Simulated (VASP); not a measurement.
C: Born charges and dielectric tensor with PBE

Crystal: C.

```xyz
2
Lattice="0.0000 1.7868 1.7868 1.7868 0.0000 1.7868 1.7868 1.7868 0.0000" Properties=species:S:1:pos:R:3 pbc="T T T"
C     0.0000    0.0000    0.0000
C     0.8934    0.8934    0.8934
```

This isn't the form of C at room conditions, which is graphite.

```yaml
Program: VASP 6.6.1
Task: Born charges and dielectric tensor
Functional: PBE
Potentials_or_basis: VASP PAW PBE potentials, release 64 (C)
Cutoff: 520 eV
k_mesh: 14 × 14 × 14
Occupations: gaussian, width 0.02 eV
Spin: no spin polarisation
Further_INCAR_settings: ALGO = Fast; EDIFF = 0.05; IBRION = 8; NSW = 1
```

The band gap on the k mesh is 4.11 eV, indirect (least direct gap 5.57 eV). The electronic dielectric tensor (diagonal) is 5.97. The born charges (mean of the diagonal) is C +0.00 e and the highest phonon frequency at Γ is 1475 cm⁻¹.

Levels at points of the mesh, in eV from the valence-band top:
| k point | band 1 | band 2 | band 3 | band 4 | band 5 | band 6 | band 7 | band 8 |
| --- | --- | --- | --- | --- | --- | --- | --- | --- |
| (0.00, 0.00, 0.00) | -21.41 | 0.00 | 0.00 | 0.00 | 5.57 | 5.57 | 5.57 | 13.20 |
| (0.50, 0.00, 0.00) | -15.66 | -13.31 | -2.79 | -2.79 | 8.43 | 8.43 | 8.77 | 15.64 |
| (0.50, 0.50, 0.00) | -12.73 | -12.73 | -6.27 | -6.27 | 4.74 | 4.74 | 16.73 | 16.73 |

Phonon frequencies in cm⁻¹ (negative: imaginary):
```csv
q point,frequencies
"(0.000, 0.000, 0.000)",0 0 0 1475 1475 1475
```

Electronic dielectric tensor:
```
5.97 0.00 0.00
0.00 5.97 0.00
0.00 0.00 5.97
```

Born effective charge tensors (e):
atom 1, C
```
0.00 0.00 0.00
0.00 0.00 0.00
0.00 0.00 0.00
```
atom 2, C
```
0.00 0.00 0.00
0.00 0.00 0.00
0.00 0.00 0.00
```

Wall time 66 s on 1 thread of Intel(R) Xeon(R) Platinum 8259CL CPU @ 2.50GHz (Skylake/Cascade Lake), on a shared host, peak memory 0.2 GiB.

A k mesh can miss the band edges. As with any semilocal functional, this PBE gap is likely too small.
